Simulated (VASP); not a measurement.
Input for VASP

### POSCAR
```
AgBr
1
    0.0000000000     2.7906470408     2.7906470408
    2.7906470408     0.0000000000     2.7906470408
    2.7906470408     2.7906470408    -0.0000000000
Ag Br
1 1
Direct
  0.0000000000   0.0000000000   0.0000000000
  0.5000000000   0.5000000000   0.5000000000
```

**KPOINTS**
```
Automatic mesh
0
Gamma
7 7 7
0 0 0
```

**INCAR**
```
# general
SYSTEM =AgBr
PREC   =Accurate
ENCUT  =400
LREAL  =F
LASPH  =T

# electronic loop
EDIFF  =1E-8
NELM   =100
ALGO   =Normal
LMAXMIX=4

# smearing
ISMEAR =0
SIGMA  =0.05

# ions
IBRION =1
NSW    =30
ISIF   =2
EDIFFG =-0.001

# output
LWAVE  =F
LCHARG =F
```

POTCAR, in this order: Ag Br (LDA.64 set). Program: vasp_std.

Problem. Translate this LDA calculation to Quantum ESPRESSO's pw.x.

Solution. One equivalent input (not run):
```
&CONTROL
  calculation = 'relax'
  pseudo_dir = './pseudo'
  outdir = './out'
  tprnfor = .true.
  tstress = .true.
  nstep = 30
  forc_conv_thr = 3.9e-05
/
&SYSTEM
  ibrav = 0
  nat = 2
  ntyp = 2
  ecutwfc = 86
  occupations = 'smearing'
  smearing = 'gaussian'
  degauss = 0.003675
  input_dft = 'pz'
/
&ELECTRONS
  conv_thr = 7.3e-10
  electron_maxstep = 100
/
&IONS
/
ATOMIC_SPECIES
  Ag 107.868 Ag.upf
  Br 79.904 Br.upf
CELL_PARAMETERS angstrom
     0.0000000    2.7906470    2.7906470
     2.7906470    0.0000000    2.7906470
     2.7906470    2.7906470   -0.0000000
ATOMIC_POSITIONS crystal
  Ag   0.0000000  0.0000000  0.0000000
  Br   0.5000000  0.5000000  0.5000000
K_POINTS automatic
  7 7 7 0 0 0
```
What does not carry over: the potentials are each code's own (VASP's PAW set, PseudoDojo norm-conserving files in pw.x), so ENCUT and ecutwfc are chosen apart and not converted; conv_thr bounds pw.x's estimated SCF error, while EDIFF bounds the energy change between steps; forc_conv_thr acts on force components and is met together with etot_conv_thr.

The compound is AgBr in the rock salt structure. It was relaxed first, which changed the volume by -9 %. The start is the result of an earlier pass.
